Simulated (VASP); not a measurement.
VASP input:

KPOINTS:
```
K-points
0
G
10 10 10
0.5 0.5 0.5
```

File POSCAR:
```
Si2W
1
   -1.6073650000     1.6073650000     3.9010300000
    1.6073650000    -1.6073650000     3.9010300000
    1.6073650000     1.6073650000    -3.9010300000
Si W
2 1
Direct
  0.3349900000   0.3349900000   0.0000000000
  0.6650100000   0.6650100000   0.0000000000
  0.0000000000   0.0000000000   0.0000000000
```

### INCAR
```
ALGO = Normal
EDIFF = 1E-6
ENCUT = 300
GGA = PE
ISIF = 2
ISMEAR = 0
LASPH = T
LCHARG = F
LMAXMIX = 6
LREAL = F
LWAVE = F
NELM = 100
PREC = Accurate
SIGMA = 0.272
SYSTEM = Si2W
```

POTCAR, in this order: Si W_sv (PBE.64 set). Program: vasp_std.

Q: Write an equivalent input for Ansatz.

A: One equivalent input (not run):
Ansatz 0.2 input:
```yaml
crystal:
  lattice:
    - [-1.6073650, 1.6073650, 3.9010300]
    - [1.6073650, -1.6073650, 3.9010300]
    - [1.6073650, 1.6073650, -3.9010300]
  atoms:
    - { symbol: Si, position: [0.3349900, 0.3349900, 0.0000000] }
    - { symbol: Si, position: [0.6650100, 0.6650100, 0.0000000] }
    - { symbol: W, position: [0.0000000, 0.0000000, 0.0000000] }
kpoints:
  mp_grid: { grid: [10, 10, 10], shift: [0.5, 0.5, 0.5] }
hamiltonian:
  xc: pbe
  pseudopotentials: { kind: paw }
scf:
  occupations: { method: gaussian, width: 0.272 }
  max_iter: 100
output: { forces: true, stress: true, eigenvalues: true }
```
The two are equivalent in intent, not identical: each code has its own PAW files, so the cut-off isn't converted (ENCUT is set for VASP's; basis.ecutwfc is left out, and Ansatz then takes the one that its files recommend); Ansatz stops its SCF on the density residual and VASP on the energy change (EDIFF).

The structure comes from a computed database's Si2W entry; how it stands against other phases isn't given here. The cell was not relaxed at this level.
